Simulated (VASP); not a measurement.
# BIr (P-6m2) in VASP: a series of runs

Runs on BIr. Level: LDA. Tasks: single point.

All numbers are computed with VASP 6.6.1; they aren't measurements. Logs are shortened: lines on timing, memory, paths and dates and some standing lists are left out, and cuts for length are marked.

**1. The cell of the first run**

Symmetry: P-6m2, No. 187, hexagonal system. Conventional cell: a = 2.996 Å, b = 2.996 Å, c = 2.622 Å, α = 90.00°, β = 90.00°, γ = 120.00°. B (site symmetry -6m2) has 6 Ir at 2.17 Å as nearest neighbours. Ir (site symmetry -6m2) has 6 B at 2.17 Å as nearest neighbours.

The cell comes from a database or a generator and needn't be the stable form of this composition.

**2. Single point, LDA (strain -0.015 along x and y, -0.030 along z, atoms carried along)**

Input file INCAR:

```
PREC = Accurate
ENCUT = 520
EDIFF = 1E-6
ISMEAR = 0
SIGMA = 0.15
LREAL = False
LASPH = True
NELM = 80
ALGO = Fast
ISIF = 2
LWAVE = False
LCHARG = False
GGA = CA
NBANDS = 13
```

Input file KPOINTS:

```
regular mesh
0
Gamma
  18 18 18
```

Input file POSCAR:

```
BIr
1.0
    2.9964764580      0.0000000000      0.0000000000
   -1.4982382290      2.5950247345      0.0000000000
    0.0000000000      0.0000000000      2.6218831407
B Ir
1 1
Direct
    0.3333333333      0.6666666667      0.5000000000
    0.0000000000      0.0000000000      0.0000000000
```

Potentials or basis: VASP PAW LDA potentials, release 64 (B, Ir).

On the command line:

```sh
$ cat potpaw_LDA.64/B/POTCAR potpaw_LDA.64/Ir/POTCAR > POTCAR
$ mpirun -np 1 vasp_std > vasp.out
```

OUTCAR:

```text
PREC = Accurate
   ENCUT = 520
   EDIFF = 1E-6
   ISMEAR = 0
   LREAL = False
   LASPH = True
   NELM = 80
   ISIF = 2
   GGA = CA

 ion  position               nearest neighbor table
   1  0.333  0.667  0.500-   2 2.17   2 2.17   2 2.17   2 2.17   2 2.17   2 2.17
   2  0.000  0.000  0.000-   1 2.17   1 2.17   1 2.17   1 2.17   1 2.17   1 2.17

  LATTYP: Found a hexagonal cell.
 ALAT       =     2.9964764580
 C/A-ratio  =     0.8749887334

  Lattice vectors:

 A1 = (   2.9964764580,   0.0000000000,   0.0000000000)
 A2 = (  -1.4982382290,   2.5950247345,   0.0000000000)
 A3 = (   0.0000000000,   0.0000000000,   2.6218831407)

Analysis of symmetry for initial positions (statically):
=====================================================================
 Subroutine PRICEL returns:
 Original cell was already a primitive cell.

 Routine SETGRP: Setting up the symmetry group for a
 hexagonal supercell.

 Subroutine GETGRP returns: Found 12 space group operations
 (whereof 12 operations were pure point group operations)
 out of a pool of 24 trial point group operations.

The static configuration has the point symmetry D_3h.

Analysis of symmetry for dynamics (positions and initial velocities):
=====================================================================
 Subroutine PRICEL returns:
 Original cell was already a primitive cell.

 Routine SETGRP: Setting up the symmetry group for a
 hexagonal supercell.

 Subroutine GETGRP returns: Found 12 space group operations
 (whereof 12 operations were pure point group operations)
 out of a pool of 24 trial point group operations.

The dynamic configuration has the point symmetry D_3h.

 Subroutine INISYM returns: Found 12 space group operations
 (whereof 12 operations are pure point group operations),
 and found     1 'primitive' translations

----------------------------------------------------------------------------------------

                                     Primitive cell

  volume of cell :      20.3876

  direct lattice vectors                    reciprocal lattice vectors
     2.996476458  0.000000000  0.000000000     0.333725298  0.192676391  0.000000000
    -1.498238229  2.595024734  0.000000000     0.000000000  0.385352782  0.000000000
     0.000000000  0.000000000  2.621883141     0.000000000  0.000000000  0.381405252

  length of vectors
     2.996476458  2.996476458  2.621883141     0.385352782  0.385352782  0.381405252
[... 91 lines left out ...]
   PSTRESS=    0.0 pullay stress
   NELECT =      12.0000    total number of electrons
   NUPDOWN=      -1.0000    fix difference up-down
   EMIN   =  10.00;   EMAX   =-10.00  energy-range for DOS
   EFERMI =   0.00;   METHOD = LEGACY
   ISMEAR =     0;   SIGMA  =   0.15  broadening in eV -4-tet -1-fermi 0-gaus
   EFERMI_NEDOS =   21; number of points for ismear=-14 and -15
   IALGO  =     68    algorithm
   IMIX   =      4    mixing-type and parameters
     AMIX     =   0.40;   BMIX     =  1.00
     AMIX_MAG =   1.60;   BMIX_MAG =  1.00
  volume/ion in A,a.u.               =      10.19        68.79
  Fermi-wavevector in a.u.,A,eV,Ry     =   1.371977  2.592660 25.610513  1.882320
  Thomas-Fermi vector in A             =   2.497625
   LORBIT       =      0    0 simple, 1 ext, 2 COOP (PROOUT), +10 PAW based schemes
   GGA     = CA    functional components
   LHFCALC =     F    Hartree Fock is set to
   AEXX    =    0.0000 exact exchange contribution
   IVDW    =     0    specifies the selected vdW correction
   LEPSILON=     F    determine dielectric tensor
   LRPA    =     F    only Hartree local field effects (RPA)
 non-spin polarized calculation
 RMM-DIIS sequential band-by-band and
 Gauss-broadening in eV      SIGMA  =   0.15
  energy-cutoff  :      520.00
  volume of cell :       20.39
 maximum number of plane-waves:       573
 NGX is ok and might be reduce to    24
   NGX = 11   NGY = 11   NGZ =  9

 number of electron      11.9999999 magnetization

 Free energy of the ion-electron system (eV)
  ---------------------------------------------------
  ext. energy  EPLUGINS =         0.00000000
  ---------------------------------------------------
  free energy    TOTEN  =       -18.14778024 eV

  energy without entropy =      -18.13941574  energy(sigma->0) =      -18.14359799

 E-fermi :  10.0713     XC(G=0): -13.5941

 val. band max:       10.0545023457   @ k =   0.3333   0.1667   0.1111
 cond. band min:      10.0731218595   @ k =   0.3889   0.2222   0.3889
 fundamental gap:      0.0186195138
 Fermi energy:        10.0713425112

 k-point     1 :       0.0000    0.0000    0.0000
  band No.  band energies     occupation
      1      -3.6673      2.00000
      2       3.0798      2.00000
      3       4.5356      2.00000
      4       4.5356      2.00000
      5       9.0613      2.00000
      6       9.0613      2.00000
      7      13.0373      0.00000
      8      15.9980      0.00000
      9      15.9980      0.00000
     10      18.3699      0.00000
     11      24.4446      0.00000
     12      24.4446      0.00000
     13      25.5385      0.00000
[... 354 lines left out ...]
  band No.  band energies     occupation
      1      -0.2539      2.00000
      2       2.1110      2.00000
      3       4.2384      2.00000
      4       6.2680      2.00000
      5       8.0753      2.00000
      6       8.4645      2.00000
      7       9.9694      1.66365
      8      11.4525      0.00000
      9      17.7924      0.00000
     10      22.5229      0.00000
     11      23.5466      0.00000
     12      26.4270      0.00000
     13      29.8449      0.00000

 [... further k-points ...]

------------------------ aborting loop because EDIFF is reached ----------------------------------------

  FORCE on cell =-STRESS in cart. coord.  units (eV):
  Direction    XX          YY          ZZ          XY          YZ          ZX
  --------------------------------------------------------------------------------------
  -------------------------------------------------------------------------------------
  Total        1.1518693      1.1518693      3.1550869      0.0000000      0.0000000     -0.0000000
  in kB       90.5207399     90.5207399    247.9454832      0.0000000      0.0000000     -0.0000000
  external PRESSURE =     142.9956543 kB  Pullay stress =       0.0000000 kB

 VOLUME and BASIS-vectors are now :
 -----------------------------------------------------------------------------
  energy-cutoff  :      520.00
  volume of cell :       20.39
      direct lattice vectors                 reciprocal lattice vectors
     2.996476458  0.000000000  0.000000000     0.333725298  0.192676391  0.000000000
    -1.498238229  2.595024734  0.000000000     0.000000000  0.385352782  0.000000000
     0.000000000  0.000000000  2.621883141     0.000000000  0.000000000  0.381405252

 POSITION                                       TOTAL-FORCE (eV/Angst)
 -----------------------------------------------------------------------------------
     -0.00000      1.73002      1.31094         0.000000      0.000000      0.000000
      0.00000      0.00000      0.00000        -0.000000     -0.000000      0.000000
 -----------------------------------------------------------------------------------
    total drift:                               -0.000000      0.000000     -0.000000

  FREE ENERGIE OF THE ION-ELECTRON SYSTEM (eV)
  ---------------------------------------------------
  free  energy   TOTEN  =       -18.1477802410 eV

  energy  without entropy=      -18.1394157421  energy(sigma->0) =      -18.14359799
```

OSZICAR:

```text
N       E                     dE             d eps       ncg     rms          rms(c)
DAV:   1     0.634205202207E+02    0.63421E+02   -0.57134E+03  9732   0.886E+02
DAV:   2    -0.175013820811E+02   -0.80922E+02   -0.72816E+02 10040   0.221E+02
DAV:   3    -0.198732406109E+02   -0.23719E+01   -0.23479E+01 12215   0.428E+01
DAV:   4    -0.198949568975E+02   -0.21716E-01   -0.21711E-01 10888   0.378E+00
DAV:   5    -0.198953620969E+02   -0.40520E-03   -0.40519E-03 12220   0.559E-01    0.262E+01
RMM:   6    -0.182690473332E+02    0.16263E+01   -0.21235E+00 10079   0.139E+01    0.545E+00
RMM:   7    -0.181764132323E+02    0.92634E-01   -0.20679E-01 10004   0.612E+00    0.482E+00
RMM:   8    -0.181485665099E+02    0.27847E-01   -0.53729E-02 10970   0.147E+00    0.455E-01
RMM:   9    -0.181477033729E+02    0.86314E-03   -0.57564E-03 11081   0.906E-01    0.118E-01
RMM:  10    -0.181477584570E+02   -0.55084E-04   -0.13068E-03 12761   0.292E-01    0.534E-02
RMM:  11    -0.181477761484E+02   -0.17691E-04   -0.24535E-04 12258   0.124E-01    0.272E-02
RMM:  12    -0.181477797992E+02   -0.36508E-05   -0.42050E-05 12445   0.396E-02    0.794E-03
RMM:  13    -0.181477802410E+02   -0.44180E-06   -0.62943E-06  9503   0.188E-02
   1 F= -.18147780E+02 E0= -.18143598E+02  d E =-.836450E-02
```

Wall time 74 s (1 thread of AMD EPYC 7R43 (Zen 3), shared host); peak memory 0.17 GiB.

Results:

- Free energy: -18.1478 eV
- Pressure: 14.3 GPa
- Band gap on the k mesh: none (metal or under the smearing width)

Stress tensor (GPa, compression positive):
```
 9.05  0.00  0.00
 0.00  9.05  0.00
 0.00  0.00 24.79
```

Levels at points of the mesh, in eV from the Fermi level:
```csv
k point,band 2,band 3,band 4,band 5,band 6,band 7,band 8,band 9,band 10,band 11
"(0.00, 0.00, 0.00)",-6.99,-5.54,-5.54,-1.01,-1.01,2.97,5.93,5.93,8.30,14.37
"(0.50, 0.00, 0.00)",-7.94,-5.84,-3.90,-1.81,-1.43,0.31,0.96,7.54,12.17,12.77
"(0.00, 0.00, 0.50)",-7.76,-4.96,-4.96,-3.64,-3.64,2.18,4.63,4.63,10.01,13.97
"(0.50, 0.00, 0.50)",-7.51,-6.44,-3.37,-1.05,-0.64,0.59,6.57,6.69,8.56,10.50
```

The run has no spin-orbit coupling, so splittings on Ir are missing.

**3. Single point, LDA (strain +0.030 along x and y, +0.030 along z, atoms carried along)**

Input file INCAR:

```
PREC = Accurate ; ENCUT = 520
EDIFF = 1E-7 ; ISMEAR = 0
SIGMA = 0.15 ; LREAL = False
LASPH = True ; NELM = 100
ALGO = Fast ; ISIF = 2
LWAVE = False ; LCHARG = True
LELF = True ; LVHAR = True
NBANDS = 13
```

KPOINTS is that of step 2.

Input file POSCAR:

```
BIr
1.0
    3.1333713215      0.0000000000      0.0000000000
   -1.5666856608      2.7135791640      0.0000000000
    0.0000000000      0.0000000000      2.7840614793
B Ir
1 1
Direct
    0.3333333333      0.6666666667      0.5000000000
    0.0000000000      0.0000000000      0.0000000000
```

Potentials or basis: VASP PAW LDA potentials, release 64 (B, Ir).

On the command line:

```sh
$ cat potpaw_LDA.64/B/POTCAR potpaw_LDA.64/Ir/POTCAR > POTCAR
$ mpirun -np 1 vasp_std > vasp.out
```

OUTCAR:

```text
PREC = Accurate
   ENCUT = 520
   EDIFF = 1E-7
   ISMEAR = 0
   LREAL = False
   LASPH = True
   NELM = 100
   ISIF = 2

 ion  position               nearest neighbor table
   1  0.333  0.667  0.500-   2 2.28   2 2.28   2 2.28   2 2.28   2 2.28   2 2.28
   2  0.000  0.000  0.000-   1 2.28   1 2.28   1 2.28   1 2.28   1 2.28   1 2.28

  LATTYP: Found a hexagonal cell.
 ALAT       =     3.1333713215
 C/A-ratio  =     0.8885194870

  Lattice vectors:

 A1 = (   3.1333713215,   0.0000000000,   0.0000000000)
[... 572 lines left out ...]

------------------------ aborting loop because EDIFF is reached ----------------------------------------

  FORCE on cell =-STRESS in cart. coord.  units (eV):
  Direction    XX          YY          ZZ          XY          YZ          ZX
  --------------------------------------------------------------------------------------
  -------------------------------------------------------------------------------------
  Total       -4.2019711     -4.2019711     -5.3163089      0.0000000      0.0000000      0.0000000
  in kB     -284.4005694   -284.4005694   -359.8219163      0.0000000      0.0000000      0.0000000
  external PRESSURE =    -309.5410184 kB  Pullay stress =       0.0000000 kB

 VOLUME and BASIS-vectors are now :
 -----------------------------------------------------------------------------
  energy-cutoff  :      520.00
  volume of cell :       23.67
      direct lattice vectors                 reciprocal lattice vectors
     3.133371321  0.000000000  0.000000000     0.319145067  0.184258490  0.000000000
    -1.566685661  2.713579164  0.000000000     0.000000000  0.368516981  0.000000000
     0.000000000  0.000000000  2.784061479     0.000000000  0.000000000  0.359187470

 POSITION                                       TOTAL-FORCE (eV/Angst)
 -----------------------------------------------------------------------------------
     -0.00000      1.80905      1.39203         0.000000     -0.000000      0.000000
      0.00000      0.00000      0.00000        -0.000000      0.000000      0.000000
 -----------------------------------------------------------------------------------
    total drift:                                0.000000     -0.000000     -0.000000

  FREE ENERGIE OF THE ION-ELECTRON SYSTEM (eV)
  ---------------------------------------------------
  free  energy   TOTEN  =       -17.9154125052 eV

  energy  without entropy=      -17.9038731891  energy(sigma->0) =      -17.90964285
```

OSZICAR:

```text
N       E                     dE             d eps       ncg     rms          rms(c)
DAV:   1     0.610236462136E+02    0.61024E+02   -0.56025E+03  9668   0.867E+02
DAV:   2    -0.169651189317E+02   -0.77989E+02   -0.69919E+02 10030   0.211E+02
DAV:   3    -0.194481981559E+02   -0.24831E+01   -0.24517E+01 12255   0.423E+01
DAV:   4    -0.194720254742E+02   -0.23827E-01   -0.23821E-01 10675   0.387E+00
DAV:   5    -0.194724790658E+02   -0.45359E-03   -0.45358E-03 12315   0.585E-01    0.182E+01
RMM:   6    -0.181020273028E+02    0.13705E+01   -0.25456E+00  9928   0.153E+01    0.414E+00
RMM:   7    -0.179387172888E+02    0.16331E+00   -0.24209E-01  9739   0.691E+00    0.306E+00
RMM:   8    -0.179167981684E+02    0.21919E-01   -0.38454E-02 11061   0.133E+00    0.684E-01
RMM:   9    -0.179152920007E+02    0.15062E-02   -0.58734E-03 11218   0.910E-01    0.154E-01
RMM:  10    -0.179154315639E+02   -0.13956E-03   -0.18684E-03 12511   0.322E-01    0.837E-02
RMM:  11    -0.179154002127E+02    0.31351E-04   -0.31769E-04 11161   0.194E-01    0.174E-02
RMM:  12    -0.179154118212E+02   -0.11608E-04   -0.11621E-04 11407   0.654E-02    0.809E-03
RMM:  13    -0.179154122409E+02   -0.41979E-06   -0.85177E-06 11916   0.240E-02    0.493E-03
RMM:  14    -0.179154124922E+02   -0.25129E-06   -0.32790E-06 12713   0.109E-02    0.203E-03
RMM:  15    -0.179154125052E+02   -0.12936E-07   -0.31168E-07  7897   0.392E-03
   1 F= -.17915413E+02 E0= -.17909643E+02  d E =-.115393E-01
```

stdout:

```text
POSCAR found type information on POSCAR B Ir
 POSCAR found :  2 types and       2 ions
 scaLAPACK will be used
 LDA part: xc-table for (Slater(with rela. corr.)+CA(PZ))
 , standard interpolation
 POSCAR, INCAR and KPOINTS ok, starting setup
 FFT: planning ... GRIDC
 FFT: planning ... GRID_SOFT
 FFT: planning ... GRID
 WAVECAR not read
 entering main loop
```

Run time: 100 s. Hardware: 1 thread of AMD EPYC 7R43 (Zen 3), shared host; peak memory 0.2 GiB.

Results:

* Free energy: -17.9154 eV
* Pressure: -31.0 GPa
* Band gap on the k mesh: none (metal or under the smearing width)

Stress tensor (GPa, compression positive):
```
-28.44   0.00   0.00
  0.00 -28.44   0.00
  0.00   0.00 -35.98
```

Levels at points of the mesh, in eV from the Fermi level:
```tsv
k point	band 3	band 4	band 5	band 6	band 7	band 8	band 9	band 10
(0.00, 0.00, 0.00)	-4.41	-4.41	-0.96	-0.96	2.73	5.36	5.36	8.05
(0.50, 0.00, 0.00)	-4.72	-3.33	-1.38	-1.29	0.28	1.14	6.72	10.84
(0.00, 0.00, 0.50)	-3.95	-3.95	-2.92	-2.92	1.43	4.61	4.61	9.63
(0.50, 0.00, 0.50)	-5.19	-2.98	-0.69	-0.54	0.35	5.29	5.30	7.52
```

Caveat: the cell as given lies far from equilibrium; so large a pressure means that the cell lies far from this level's equilibrium, or that cutoff or potentials fall short. The run has no spin-orbit coupling, so splittings on Ir are missing.

**4. Single point, LDA (strain +0.000 along x and y, -0.030 along z, atoms carried along)**

Input file INCAR:

```
PREC = Accurate
ENCUT = 520
EDIFF = 1E-7
ISMEAR = 0
SIGMA = 0.15
LREAL = F
LASPH = T
NELM = 60
ALGO = Normal
ISIF = 2
LWAVE = F
LCHARG = F
NBANDS = 13
```

Input file KPOINTS:

```
Automatic mesh
0
Gamma
  18 18 18
```

Input file POSCAR:

```
BIr
1.0
    3.0421080792      0.0000000000      0.0000000000
   -1.5210540396      2.6345428776      0.0000000000
    0.0000000000      0.0000000000      2.6218831407
B Ir
1 1
Direct
    0.3333333333      0.6666666667      0.5000000000
    0.0000000000      0.0000000000      0.0000000000
```

On the command line:

```sh
$ cat potpaw_LDA.64/B/POTCAR potpaw_LDA.64/Ir/POTCAR > POTCAR
$ mpirun -np 1 vasp_std > vasp.out
```

Run time: 68 s. Hardware: 1 thread of AMD EPYC 7R43 (Zen 3), shared host; peak memory 0.18 GiB.

Results (log left out):

| Property | Result |
| --- | --- |
| Free energy | -18.1600 eV |
| Pressure | 4.1 GPa |
| Band gap on the k mesh | none (metal or under the smearing width) |

Stress tensor (GPa, compression positive):
```
-2.62  0.00  0.00
 0.00 -2.62  0.00
 0.00  0.00 17.41
```

Levels at points of the mesh, in eV from the Fermi level:
```csv
k point,band 4,band 5,band 6,band 7,band 8,band 9
"(0.00, 0.00, 0.00)",-5.30,-0.85,-0.85,3.30,5.87,5.87
"(0.50, 0.00, 0.00)",-3.49,-1.78,-1.22,0.20,1.00,7.58
"(0.00, 0.00, 0.50)",-4.79,-3.39,-3.39,2.41,4.66,4.66
"(0.50, 0.00, 0.50)",-3.12,-0.87,-0.61,0.63,6.37,6.68
```

**5. The runs side by side**

```csv
cell,gap on the mesh (eV),pressure (GPa)
"strain -0.015 along x and y, -0.030 along z, atoms carried along",none,14.3
"strain +0.030 along x and y, +0.030 along z, atoms carried along",none,-31.0
"strain +0.000 along x and y, -0.030 along z, atoms carried along",none,4.1
```

Alike in all rows: task single point; level LDA; potentials or basis VASP PAW LDA potentials, release 64 (B, Ir); no spin polarisation; k mesh 18 × 18 × 18; cutoff (eV) 520; smearing gaussian 0.15 eV.

Caveats: the cell as given lies far from equilibrium (some runs); so large a pressure means that the cell lies far from this level's equilibrium, or that cutoff or potentials fall short (some runs).

Total energies depend on the potentials used, so only differences within one code and one set of settings carry meaning.
